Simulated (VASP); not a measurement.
# Ta3Se2 (R-3c) in VASP: a series of runs

Runs on Ta3Se2. Level: PBE. Tasks: single point.

All numbers are computed with VASP 6.6.1; they aren't measurements. Logs are shortened: lines on timing, memory, paths and dates and some standing lists are left out, and cuts for length are marked.

## 1. The structure

Symmetry: R-3c, No. 167, trigonal system. Conventional cell: a = 6.417 Å, b = 6.417 Å, c = 17.520 Å, α = 90.00°, β = 90.00°, γ = 120.00°. Ta (site symmetry 2) is surrounded by 4 Se at 2.50 to 2.66 Å. Se (site symmetry 3) is surrounded by 6 Ta at 2.50 to 2.66 Å.

The cell was built by a generator and needn't be a form met in nature.

## 2. Single point, PBE

The input, INCAR:

```
SYSTEM = Ta3Se2
PREC = Accurate
ENCUT = 520
EDIFF = 1E-6
ISMEAR = 0
SIGMA = 0.1
LREAL = .False.
LASPH = .True.
NELM = 100
ALGO = Normal
ISIF = 2
LWAVE = .False.
LCHARG = .False.
GGA = PE
NBANDS = 56
```

The input, KPOINTS:

```
Automatic mesh
0
Gamma
  3 3 3
  0 0 0
```

The input, POSCAR:

```
Ta3Se2
1.0
    3.2085423047      1.8524527633      5.8400288232
   -3.2085423047      1.8524527633      5.8400288232
    0.0000000000     -3.7049055267      5.8400288232
Ta Se
6 4
Direct
    0.0562500000      0.4437500000      0.7500000000
    0.7500000000      0.0562500000      0.4437500000
    0.4437500000      0.7500000000      0.0562500000
    0.9437500000      0.5562500000      0.2500000000
    0.2500000000      0.9437500000      0.5562500000
    0.5562500000      0.2500000000      0.9437500000
    0.8521800000      0.8521800000      0.8521800000
    0.6478200000      0.6478200000      0.6478200000
    0.1478200000      0.1478200000      0.1478200000
    0.3521800000      0.3521800000      0.3521800000
```

Potentials or basis: VASP PAW PBE potentials, release 64 (Ta_pv, Se).

On the command line:

```console
$ cat potpaw_PBE.64/Ta_pv/POTCAR potpaw_PBE.64/Se/POTCAR > POTCAR
$ mpirun -np 1 vasp_std > vasp.out
```

OUTCAR:

```text
SYSTEM = Ta3Se2
   PREC = Accurate
   ENCUT = 520
   EDIFF = 1E-6
   ISMEAR = 0
   LREAL = .False.
   LASPH = .True.
   NELM = 100
   ISIF = 2
   GGA = PE

 ion  position               nearest neighbor table
   1  0.056  0.444  0.750-   9 2.50  10 2.50   7 2.66   8 2.66   2 3.40   3 3.40   4 3.53   4 3.53

   2  0.750  0.056  0.444-  10 2.50   9 2.50   8 2.66   7 2.66   1 3.40   3 3.40   5 3.53   5 3.53

   3  0.444  0.750  0.056-   9 2.50  10 2.50   7 2.66   8 2.66   1 3.40   2 3.40   6 3.53   6 3.53

   4  0.944  0.556  0.250-   7 2.50   8 2.50   9 2.66  10 2.66   6 3.40   5 3.40   1 3.53   1 3.53

   5  0.250  0.944  0.556-   8 2.50   7 2.50  10 2.66   9 2.66   4 3.40   6 3.40   2 3.53   2 3.53

   6  0.556  0.250  0.944-   7 2.50   8 2.50   9 2.66  10 2.66   4 3.40   5 3.40   3 3.53   3 3.53

   7  0.852  0.852  0.852-   6 2.50   5 2.50   4 2.50   3 2.66   1 2.66   2 2.66
   8  0.648  0.648  0.648-   5 2.50   6 2.50   4 2.50   2 2.66   1 2.66   3 2.66
   9  0.148  0.148  0.148-   3 2.50   2 2.50   1 2.50   6 2.66   4 2.66   5 2.66
  10  0.352  0.352  0.352-   2 2.50   3 2.50   1 2.50   5 2.66   4 2.66   6 2.66

  LATTYP: Found a trigonal (rhomboedric) cell.
 ALAT       =     6.9160871609
 COS(alpha) =     0.5695481095

  Lattice vectors:

 A1 = (   3.2085423047,   1.8524527633,   5.8400288232)
 A2 = (  -3.2085423047,   1.8524527633,   5.8400288232)
 A3 = (   0.0000000000,  -3.7049055267,   5.8400288232)

Analysis of symmetry for initial positions (statically):
=====================================================================
 Subroutine PRICEL returns:
 Original cell was already a primitive cell.

 Routine SETGRP: Setting up the symmetry group for a
 trigonal (rhombohedral) supercell.

 Subroutine GETGRP returns: Found 12 space group operations
 (whereof  6 operations were pure point group operations)
 out of a pool of 12 trial point group operations.

The static configuration has the point symmetry S_6 .
 The point group associated with its full space group is D_3d.

Analysis of symmetry for dynamics (positions and initial velocities):
=====================================================================
 Subroutine PRICEL returns:
 Original cell was already a primitive cell.

 Routine SETGRP: Setting up the symmetry group for a
 trigonal (rhombohedral) supercell.

 Subroutine GETGRP returns: Found 12 space group operations
 (whereof  6 operations were pure point group operations)
 out of a pool of 12 trial point group operations.

The dynamic configuration has the point symmetry S_6 .
 The point group associated with its full space group is D_3d.

 Subroutine INISYM returns: Found 12 space group operations
 (whereof  6 operations are pure point group operations),
 and found     1 'primitive' translations

----------------------------------------------------------------------------------------

                                     Primitive cell

  volume of cell :     208.2673

  direct lattice vectors                    reciprocal lattice vectors
     3.208542305  1.852452763  5.840028823     0.155834006  0.089970805  0.057077344
    -3.208542305  1.852452763  5.840028823    -0.155834006  0.089970805  0.057077344
     0.000000000 -3.704905527  5.840028823     0.000000000 -0.179941610  0.057077344

  length of vectors
     6.916087161  6.916087161  6.916087161     0.188777134  0.188777134  0.188777134

  position of ions in fractional coordinates (direct lattice)
     0.056250000  0.443750000  0.750000000
     0.750000000  0.056250000  0.443750000
     0.443750000  0.750000000  0.056250000
     0.943750000  0.556250000  0.250000000
     0.250000000  0.943750000  0.556250000
     0.556250000  0.250000000  0.943750000
     0.852180000  0.852180000  0.852180000
     0.647820000  0.647820000  0.647820000
     0.147820000  0.147820000  0.147820000
     0.352180000  0.352180000  0.352180000

  ion indices of the primitive-cell ions
   primitive index   ion index
                 1           1
                 2           2
                 3           3
                 4           4
                 5           5
                 6           6
                 7           7
                 8           8
                 9           9
                10          10

----------------------------------------------------------------------------------------

 KPOINTS: Automatic mesh

Automatic generation of k-mesh.
 Grid dimensions read from file:
 generate k-points for:    3    3    3

 Generating k-lattice:

  Cartesian coordinates                     Fractional coordinates (reciprocal lattice)
     0.051944669  0.029990268  0.019025781     0.333333333 -0.000000000 -0.000000000
    -0.051944669  0.029990268  0.019025781    -0.000000000  0.333333333 -0.000000000
     0.000000000 -0.059980537  0.019025781    -0.000000000 -0.000000000  0.333333333

  Length of vectors
     0.062925711  0.062925711  0.062925711

  Shift w.r.t. Gamma in fractional coordinates (k-lattice)
     0.000000000  0.000000000  0.000000000

 Subroutine IBZKPT returns following result:
 ===========================================

 Found      6 irreducible k-points:

 Following reciprocal coordinates:
            Coordinates               Weight
  0.000000  0.000000  0.000000      1.000000
  0.333333  0.000000  0.000000      6.000000
  0.333333  0.333333  0.000000      6.000000
 -0.333333  0.333333  0.000000      6.000000
  0.333333  0.333333  0.333333      2.000000
 -0.333333  0.333333  0.333333      6.000000
   k-points           NKPTS =      6   k-points in BZ     NKDIM =      6   number of bands    NBANDS=     56
   number of dos      NEDOS =    301   number of ions     NIONS =     10
   total plane-waves  NPLWV = 157464
   dimension x,y,z NGX =    54 NGY =   54 NGZ =   54
   dimension x,y,z NGXF=   108 NGYF=  108 NGZF=  108
   ions per type =               6   4
   NGX,Y,Z   is equivalent  to a cutoff of  12.98, 12.98, 12.98 a.u.
   NGXF,Y,Z  is equivalent  to a cutoff of  25.96, 25.96, 25.96 a.u.
 SYSTEM =  Ta3Se2
   PREC   = accura    normal or accurate (medium, high low for compatibility)
   ISTART =      0    job   : 0-new  1-cont  2-samecut
   ICHARG =      2    charge: 1-file 2-atom 10-const
   ISPIN  =      1    spin polarized calculation?
   LNONCOLLINEAR =      F non collinear calculations
   LSORBIT =      F    spin-orbit coupling
   LASPH  =      T    aspherical Exc in radial PAW
   ENCUT  =  520.0 eV  38.22 Ry    6.18 a.u.  12.86 12.86 12.86*2*pi/ulx,y,z
   NELM   =    100;   NELMIN=  2; NELMDL= -5     # of ELM steps
   EDIFF  = 0.1E-05   stopping-criterion for ELM
   LREAL  =      F    real-space projection
   EDIFFG = 0.1E-04   stopping-criterion for IOM
   NSW    =      0    number of steps for IOM
   IBRION =     -1    ionic relax: 0-MD 1-quasi-New 2-CG
   NFREE  =      0    steps in history (QN), initial steepest desc. (CG)
   ISIF   =      2    stress and relaxation
   ISYM   =      2    0-nonsym 1-usesym 2-fastsym
   POTIM  = 0.5000    time-step for ionic-motion
   TEBEG  =    0.0;   TEEND  =   0.0 temperature during run
   PSTRESS=    0.0 pullay stress
   NELECT =      90.0000    total number of electrons
   NUPDOWN=      -1.0000    fix difference up-down
   EMIN   =  10.00;   EMAX   =-10.00  energy-range for DOS
   EFERMI =   0.00;   METHOD = LEGACY
   ISMEAR =     0;   SIGMA  =   0.10  broadening in eV -4-tet -1-fermi 0-gaus
   EFERMI_NEDOS =   21; number of points for ismear=-14 and -15
   IALGO  =     38    algorithm
   IMIX   =      4    mixing-type and parameters
     AMIX     =   0.40;   BMIX     =  1.00
     AMIX_MAG =   1.60;   BMIX_MAG =  1.00
  volume/ion in A,a.u.               =      20.83       140.55
  Fermi-wavevector in a.u.,A,eV,Ry     =   1.237700  2.338913 20.842772  1.531901
  Thomas-Fermi vector in A             =   2.372256
   LORBIT       =      0    0 simple, 1 ext, 2 COOP (PROOUT), +10 PAW based schemes
   GGA     = PE    functional components
   LHFCALC =     F    Hartree Fock is set to
   AEXX    =    0.0000 exact exchange contribution
   IVDW    =     0    specifies the selected vdW correction
   LEPSILON=     F    determine dielectric tensor
   LRPA    =     F    only Hartree local field effects (RPA)
 non-spin polarized calculation
 Gauss-broadening in eV      SIGMA  =   0.10
  energy-cutoff  :      520.00
  volume of cell :      208.27
 maximum number of plane-waves:      5611
 NGX is ok and might be reduce to    54
   NGX = 25   NGY = 25   NGZ = 25

 number of electron      89.9999998 magnetization

 Free energy of the ion-electron system (eV)
  ---------------------------------------------------
  ext. energy  EPLUGINS =         0.00000000
  ---------------------------------------------------
  free energy    TOTEN  =       -79.09179974 eV

  energy without entropy =      -79.04365587  energy(sigma->0) =      -79.06772781

 E-fermi :   5.9599     XC(G=0): -11.1520

 val. band max:        5.8989653728   @ k =   0.0000   0.0000   0.0000
 cond. band min:       5.9778710712   @ k =   0.3333   0.0000   0.0000
 fundamental gap:      0.0789056984
 Fermi energy:         5.9599420425

 k-point     1 :       0.0000    0.0000    0.0000
  band No.  band energies     occupation
      1     -29.6017      2.00000
      2     -29.5575      2.00000
      3     -29.5575      2.00000
      4     -29.5149      2.00000
      5     -29.4691      2.00000
      6     -29.4576      2.00000
[... 48 lines left out ...]
     55       7.6604      0.00000
     56       7.6604      0.00000

 k-point     2 :       0.3333    0.0000    0.0000
  band No.  band energies     occupation
      1     -29.5849      2.00000
      2     -29.5673      2.00000
      3     -29.5489      2.00000
      4     -29.4897      2.00000
      5     -29.4857      2.00000
      6     -29.4710      2.00000
[... 48 lines left out ...]
     55       7.7101      0.00000
     56       7.7722      0.00000

 k-point     3 :       0.3333    0.3333    0.0000
  band No.  band energies     occupation
      1     -29.5743      2.00000
      2     -29.5593      2.00000
      3     -29.5398      2.00000
      4     -29.4943      2.00000
      5     -29.4815      2.00000
      6     -29.4729      2.00000
[... 48 lines left out ...]
     55       7.6776      0.00000
     56       7.8452      0.00000

 k-point     4 :      -0.3333    0.3333    0.0000
  band No.  band energies     occupation
      1     -29.5711      2.00000
      2     -29.5521      2.00000
      3     -29.5408      2.00000
      4     -29.5116      2.00000
      5     -29.4766      2.00000
      6     -29.4715      2.00000
[... 48 lines left out ...]
     55       7.5792      0.00000
     56       7.7191      0.00000

 k-point     5 :       0.3333    0.3333    0.3333
  band No.  band energies     occupation
      1     -29.5673      2.00000
      2     -29.5330      2.00000
      3     -29.5330      2.00000
      4     -29.5040      2.00000
      5     -29.5009      2.00000
      6     -29.4808      2.00000
[... 48 lines left out ...]
     55       7.4430      0.00000
     56       7.5064      0.00000

 k-point     6 :      -0.3333    0.3333    0.3333
  band No.  band energies     occupation
      1     -29.5530      2.00000
      2     -29.5483      2.00000
      3     -29.5377      2.00000
      4     -29.5067      2.00000
      5     -29.4977      2.00000
      6     -29.4746      2.00000
[... 48 lines left out ...]
     55       7.7248      0.00000
     56       7.8681      0.00000

------------------------ aborting loop because EDIFF is reached ----------------------------------------

  FORCE on cell =-STRESS in cart. coord.  units (eV):
  Direction    XX          YY          ZZ          XY          YZ          ZX
  --------------------------------------------------------------------------------------
  -------------------------------------------------------------------------------------
  Total       -6.3844597     -6.3844597     -9.1292023      0.0000000      0.0000000      0.0000000
  in kB      -49.1149355    -49.1149355    -70.2299342      0.0000000      0.0000000      0.0000000
  external PRESSURE =     -56.1532684 kB  Pullay stress =       0.0000000 kB

 VOLUME and BASIS-vectors are now :
 -----------------------------------------------------------------------------
  energy-cutoff  :      520.00
  volume of cell :      208.27
      direct lattice vectors                 reciprocal lattice vectors
     3.208542305  1.852452763  5.840028823     0.155834006  0.089970805  0.057077344
    -3.208542305  1.852452763  5.840028823    -0.155834006  0.089970805  0.057077344
     0.000000000 -3.704905527  5.840028823     0.000000000 -0.179941610  0.057077344

 POSITION                                       TOTAL-FORCE (eV/Angst)
 -----------------------------------------------------------------------------------
     -1.24331     -1.85245      7.30004        -0.700515      0.000000      0.000000
      2.22593     -0.15051      7.30004         0.350258     -0.606664      0.000000
     -0.98262      2.00296      7.30004         0.350258      0.606664      0.000000
      1.24331      1.85245     10.22005         0.700515      0.000000      0.000000
     -2.22593      0.15051     10.22005        -0.350258      0.606664      0.000000
      0.98262     -2.00296     10.22005        -0.350258     -0.606664      0.000000
      0.00000     -0.00000     14.93027         0.000000      0.000000     -0.265079
      0.00000     -0.00000     11.34986         0.000000     -0.000000      0.265079
      0.00000     -0.00000      2.58982         0.000000     -0.000000      0.265079
      0.00000     -0.00000      6.17022         0.000000      0.000000     -0.265079
 -----------------------------------------------------------------------------------
    total drift:                                0.000000      0.000000      0.000000

  FREE ENERGIE OF THE ION-ELECTRON SYSTEM (eV)
  ---------------------------------------------------
  free  energy   TOTEN  =       -79.0917997440 eV

  energy  without entropy=      -79.0436558727  energy(sigma->0) =      -79.06772781
```

Run time: 1.7 min. Hardware: 1 thread of Intel Xeon Platinum 8488C (Sapphire Rapids), shared host; peak memory 0.4 GiB.

Results:

```yaml
Free_energy: -79.0918 eV
Pressure: -5.6 GPa
Largest_force: 0.701 eV/Å
Band_gap_on_the_k_mesh: none (metal or under the smearing width)
```

Forces on the atoms (eV/Å):
```
Ta  -0.701  0.000  0.000
Ta   0.350 -0.607  0.000
Ta   0.350  0.607  0.000
Ta   0.701  0.000  0.000
Ta  -0.350  0.607  0.000
Ta  -0.350 -0.607  0.000
Se   0.000  0.000 -0.265
Se   0.000  0.000  0.265
Se   0.000  0.000  0.265
Se   0.000  0.000 -0.265
```

Caveat: the k mesh is coarse (spacing up to 0.40 Å⁻¹), so the values aren't converged. The run has no spin-orbit coupling, so splittings on Ta are missing.

## 3. Single point, PBE

This run uses another cell than the first one, of 19.02 Å³/atom, 0.913 times its volume.

The input, INCAR:

```
ALGO = Fast
EDIFF = 1E-6
ENCUT = 520
GGA = PE
ISIF = 2
ISMEAR = 0
LASPH = True
LCHARG = False
LREAL = False
LWAVE = False
NBANDS = 56
NELM = 100
PREC = Accurate
SIGMA = 0.1
```

The input, KPOINTS:

```
k-points
0
Gamma
  6 6 6
```

The input, POSCAR:

```
Ta3Se2
1.0
    3.3593999783      1.9395504818      4.8644853308
   -3.3593999783      1.9395504818      4.8644853308
    0.0000000000     -3.8791009636      4.8644853308
Ta Se
6 4
Direct
    0.9959711490      0.5040288510      0.7500000000
    0.7500000000      0.9959711490      0.5040288510
    0.5040288510      0.7500000000      0.9959711490
    0.0040288510      0.4959711490      0.2500000000
    0.2500000000      0.0040288510      0.4959711490
    0.4959711490      0.2500000000      0.0040288510
    0.8976955825      0.8976955825      0.8976955825
    0.6023044175      0.6023044175      0.6023044175
    0.1023044175      0.1023044175      0.1023044175
    0.3976955825      0.3976955825      0.3976955825
```

Potentials or basis: VASP PAW PBE potentials, release 64 (Ta_pv, Se).

On the command line:

```console
$ cat potpaw_PBE.64/Ta_pv/POTCAR potpaw_PBE.64/Se/POTCAR > POTCAR
$ mpirun -np 1 vasp_std > vasp.out
```

It took 10 min on 1 thread of Intel Xeon Platinum 8488C (Sapphire Rapids), shared host; peak memory 0.47 GiB.

Results (log left out):

* Free energy: -83.6294 eV
* Pressure: 0.2 GPa
* Largest force: 0.019 eV/Å
* Band gap on the k mesh: none (metal or under the smearing width)

Forces in eV/Å, atoms in the order of the input:
```
Ta  -0.009  0.000  0.000
Ta   0.005 -0.008  0.000
Ta   0.005  0.008  0.000
Ta   0.009  0.000  0.000
Ta  -0.005  0.008  0.000
Ta  -0.005 -0.008  0.000
Se   0.000  0.000  0.019
Se   0.000  0.000 -0.019
Se   0.000  0.000 -0.019
Se   0.000  0.000  0.019
```

Levels at points of the mesh, in eV from the Fermi level:
| k point | band 43 | band 44 | band 45 | band 46 | band 47 | band 48 |
| --- | --- | --- | --- | --- | --- | --- |
| (0.00, 0.00, 0.00) | -1.19 | -1.19 | -1.13 | -0.52 | 0.00 | 1.07 |
| (0.50, 0.00, 0.00) | -0.29 | -0.29 | -0.14 | -0.14 | 0.57 | 0.57 |
| (0.50, 0.50, 0.00) | -0.67 | -0.27 | 0.03 | 0.12 | 0.26 | 0.42 |
| (0.50, 0.50, 0.50) | -1.35 | -1.35 | -0.90 | -0.90 | 1.09 | 1.09 |
